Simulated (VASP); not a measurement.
Write the native input for VASP 6.6.1 that does the following.

| Quantity | Value |
| --- | --- |
| Task | single point |
| Functional | PBE |
| Potentials or basis | VASP PAW PBE potentials, release 64 (Al, N, Ta_pv) |
| Cutoff | 520 eV |
| k mesh | 4 × 4 × 4 |
| Occupations | fermi-dirac, width 0.2482 eV |
| Spin | no spin polarisation |
| Dipole correction | no |
| Further INCAR settings | LREAL = Auto; ALGO = Fast; EDIFF = 1e-06; NBANDS = 67 |

The structure of Ta4Al5N9 lies in POSCAR:

```
Ta4Al5N9
1.0
    5.7043550000     -0.0555350000     -0.0206970000
   -0.0555350000      6.2992770000      0.1411560000
   -0.0206970000      0.1411560000      5.7643950000
Al N Ta
5 9 4
Direct
    0.1390062883      0.6849647613      0.8056584085
    0.3807963141      0.0837099522      0.6069946180
    0.6197229771      0.4823582082      0.6990470625
    0.1523568643      0.8738192987      0.2016890804
    0.5971742813      0.9693715775      0.0279640165
    0.6754219490      0.2372101383      0.4870454501
    0.7620387628      0.2740649483      0.0294569910
    0.3677491819      0.5004223552      0.8775901843
    0.5952266786      0.7092389655      0.2751449402
    0.9030316067      0.9057180797      0.8828956038
    0.9516815328      0.5720155538      0.6219981211
    0.5082614026      0.8292676045      0.7407634035
    0.1660204989      0.5411478948      0.1926789180
    0.2876705896      0.1502028145      0.1573834122
    0.4921575448      0.4115191024      0.1907865372
    0.0243752897      0.2878171967      0.3856591093
    0.7575727215      0.9026993325      0.4863619505
    0.0824177681      0.2907626737      0.8948819178
```

The cell was built by a generator and needn't be a form met in nature.

One way to write it, as run:

INCAR

```
SYSTEM = Ta4Al5N9
PREC = Accurate
ENCUT = 520
EDIFF = 1E-6
ISMEAR = -1
SIGMA = 0.2482
LREAL = Auto
LASPH = .TRUE.
NELM = 100
ALGO = Fast
ISIF = 2
LWAVE = .FALSE.
LCHARG = .FALSE.
GGA = PE
NBANDS = 67
```

KPOINTS

```
regular mesh
0
G
  4 4 4
  0 0 0
```

Potentials or basis: VASP PAW PBE potentials, release 64 (Al, N, Ta_pv).

Run with:

```sh
$ cat potpaw_PBE.64/Al/POTCAR potpaw_PBE.64/N/POTCAR potpaw_PBE.64/Ta_pv/POTCAR > POTCAR
$ mpirun -np 1 vasp_std > vasp.out
```

Results of the run:

```
Pressure               : 9.8 GPa
Largest force          : 5.812 eV/Å
Band gap on the k mesh : none (metal or under the smearing width)
```

Run time: 17 min on 1 thread of Intel(R) Xeon(R) Platinum 8259CL CPU @ 2.50GHz (Skylake/Cascade Lake) (shared host), peak memory 0.49 GiB.
